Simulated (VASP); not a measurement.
Output of a VASP run:

### OUTCAR
```
 ion  position               nearest neighbor table
   1  0.000  0.000  0.000-
  LATTYP: Found a face centered cubic cell.
 ALAT       =     5.2558497186
 Subroutine PRICEL returns:
 Original cell was already a primitive cell.
 Subroutine GETGRP returns: Found 48 space group operations
The static configuration has the point symmetry O_h .
The dynamic configuration has the point symmetry O_h .
 Subroutine INISYM returns: Found 48 space group operations
 Subroutine IBZKPT returns following result:
 Found     35 irreducible k-points:

 Following reciprocal coordinates:
            Coordinates               Weight
  0.000000  0.000000  0.000000      1.000000
  0.111111  0.000000  0.000000      8.000000
  0.222222  0.000000  0.000000      8.000000
  0.333333  0.000000  0.000000      8.000000
  0.444444  0.000000  0.000000      8.000000
  0.111111  0.111111  0.000000      6.000000
  0.222222  0.111111  0.000000     24.000000
  0.333333  0.111111  0.000000     24.000000
  0.444444  0.111111  0.000000     24.000000
 -0.444444  0.111111  0.000000     24.000000
 -0.333333  0.111111  0.000000     24.000000
 -0.222222  0.111111  0.000000     24.000000
 -0.111111  0.111111  0.000000     12.000000
  0.222222  0.222222  0.000000      6.000000
  0.333333  0.222222  0.000000     24.000000
  0.444444  0.222222  0.000000     24.000000
 -0.444444  0.222222  0.000000     24.000000
 -0.333333  0.222222  0.000000     24.000000
 -0.222222  0.222222  0.000000     12.000000
  0.333333  0.333333  0.000000      6.000000
  0.444444  0.333333  0.000000     24.000000
 -0.444444  0.333333  0.000000     24.000000
 -0.333333  0.333333  0.000000     12.000000
  0.444444  0.444444  0.000000      6.000000
 -0.444444  0.444444  0.000000     12.000000
  0.333333  0.222222  0.111111     24.000000
  0.444444  0.222222  0.111111     48.000000
 -0.444444  0.222222  0.111111     48.000000
  0.444444  0.333333  0.111111     24.000000
 -0.444444  0.333333  0.111111     48.000000
 -0.333333  0.333333  0.111111     48.000000
 -0.222222  0.333333  0.111111     24.000000
 -0.444444  0.444444  0.111111     24.000000
 -0.333333  0.444444  0.111111     24.000000
 -0.333333  0.444444  0.222222     24.000000
   k-points           NKPTS =     35   k-points in BZ     NKDIM =     35   number of bands    NBANDS=      8
   number of dos      NEDOS =    301   number of ions     NIONS =      1
   total plane-waves  NPLWV =  21952
   dimension x,y,z NGX =    28 NGY =   28 NGZ =   28
   dimension x,y,z NGXF=    56 NGYF=   56 NGZF=   56
   ions per type =               1
   PREC   = accura    normal or accurate (medium, high low for compatibility)
   ISTART =      0    job   : 0-new  1-cont  2-samecut
   ICHARG =      2    charge: 1-file 2-atom 10-const
   ISPIN  =      1    spin polarized calculation?
   LNONCOLLINEAR =      F non collinear calculations
   LSORBIT =      F    spin-orbit coupling
   INIWAV =      1    electr: 0-lowe 1-rand  2-diag
   ENCUT  =  520.0 eV  38.22 Ry    6.18 a.u.   6.91  6.91  6.91*2*pi/ulx,y,z
   NELM   =    100;   NELMIN=  2; NELMDL= -5     # of ELM steps
   EDIFF  = 0.1E-06   stopping-criterion for ELM
   LREAL  =      F    real-space projection
   NLSPLINE    = F    spline interpolate recip. space projectors
   LMAXMIX     =    6 max onsite mixed and CHGCAR
   VOSKOWN=      0    Vosko Wilk Nusair interpolation
   EDIFFG = 0.1E-05   stopping-criterion for IOM
   NSW    =      0    number of steps for IOM
   NBLOCK =      1;   KBLOCK =      1    inner block; outer block
   IBRION =     -1    ionic relax: 0-MD 1-quasi-New 2-CG
   NFREE  =      0    steps in history (QN), initial steepest desc. (CG)
   ISIF   =      2    stress and relaxation
   ISYM   =      2    0-nonsym 1-usesym 2-fastsym
   TEIN   =    0.0    initial temperature
   TEBEG  =    0.0;   TEEND  =   0.0 temperature during run
   SMASS  =  -3.00    Nose mass-parameter (am)
...
```

**OSZICAR**
```
       N       E                     dE             d eps       ncg     rms          rms(c)
DAV:   1     0.511729278596E+01    0.51173E+01   -0.43506E+03   592   0.882E+02
DAV:   2     0.746312075833E+00   -0.43710E+01   -0.42750E+01   672   0.500E+01
DAV:   3     0.716605082472E+00   -0.29707E-01   -0.29707E-01   816   0.473E+00
DAV:   4     0.716559360612E+00   -0.45722E-04   -0.45722E-04   704   0.153E-01
DAV:   5     0.716559328966E+00   -0.31646E-07   -0.31623E-07   792   0.440E-03    0.841E+00
DAV:   6     0.706309912052E+00   -0.10249E-01   -0.11011E-03   672   0.264E-01    0.505E+00
DAV:   7     0.700487740982E+00   -0.58222E-02   -0.25863E-03   672   0.430E-01    0.479E-02
DAV:   8     0.700452005297E+00   -0.35736E-04   -0.48451E-05   616   0.613E-02    0.135E-02
DAV:   9     0.700445138693E+00   -0.68666E-05   -0.10698E-05   656   0.271E-02    0.291E-03
DAV:  10     0.700445442940E+00    0.30425E-06   -0.17615E-06   592   0.109E-02    0.293E-03
DAV:  11     0.700445432667E+00   -0.10273E-07   -0.74369E-08   552   0.248E-03
   1 F= 0.70044543E+00 E0= 0.70044774E+00  d E =-.462296E-05
```

**OUTCAR**
```
------------------------ aborting loop because EDIFF is reached ----------------------------------------
  FORCE on cell =-STRESS in cart. coord.  units (eV):
  Direction    XX          YY          ZZ          XY          YZ          ZX
  --------------------------------------------------------------------------------------
  Total        0.1739925      0.1739925      0.1739925      0.0000000      0.0000000     -0.0000000
  in kB        7.6801954      7.6801954      7.6801954      0.0000000      0.0000000     -0.0000000
  external PRESSURE =       7.6801954 kB  Pullay stress =       0.0000000 kB
  volume of cell :       36.30
      direct lattice vectors                 reciprocal lattice vectors
     0.000000000  2.627924859  2.627924859    -0.190264192  0.190264192  0.190264192
     2.627924859  0.000000000  2.627924859     0.190264192 -0.190264192  0.190264192
     2.627924859  2.627924859  0.000000000     0.190264192  0.190264192 -0.190264192
 POSITION                                       TOTAL-FORCE (eV/Angst)
 -----------------------------------------------------------------------------------
      0.00000      0.00000      0.00000        -0.000000      0.000000     -0.000000
 -----------------------------------------------------------------------------------
    total drift:                               -0.000000     -0.000000     -0.000000
  FREE ENERGIE OF THE ION-ELECTRON SYSTEM (eV)
  ---------------------------------------------------
  free  energy   TOTEN  =         0.7004454327 eV

  energy  without entropy=        0.7004500556  energy(sigma->0) =        0.70044774
```
(Selected blocks of OUTCAR.)

**POSCAR**
```
Yb
1
    0.0000000000     2.6279248593     2.6279248593
    2.6279248593     0.0000000000     2.6279248593
    2.6279248593     2.6279248593     0.0000000000
Yb
1
Direct
  0.0000000000   0.0000000000   0.0000000000
```

Question: Reconstruct the remaining input files.

Answer: This is not unique; one that fits is the input of the run itself, rev-vdW-DF2, plane waves, VASP's PBE PAW potentials (set 64).

### INCAR
```
LMAXMIX=6
PREC=Accurate
ISIF=2
SYSTEM=Yb
ZAB_VDW=-1.8867
EDIFF=1E-7
ALGO=Normal   # blocked Davidson
AGGAC=0.0
PARAM1=0.1234568
LWAVE=F
LASPH=T
LCHARG=F
NELM=100   # most electronic steps
SIGMA=0.05   # width (eV)
ISMEAR=0   # Gaussian
PARAM2=0.7114
GGA=MK
LREAL=F   # projection in real space or not
ENCUT=520
LUSE_VDW=T
```

File KPOINTS:
```
Automatic
0
Gamma
  9 9 9
0 0 0
```

POTCAR, in this order: Yb_2 (PBE.64 set). Program: vasp_std.

The 4f electrons are frozen in the core of the lanthanide potential, so 4f levels, which can set the real gap, and their magnetism are missing.

The compound is Yb in the fcc structure. This cell is one point of a volume scan, at 0.97 of the reference volume.
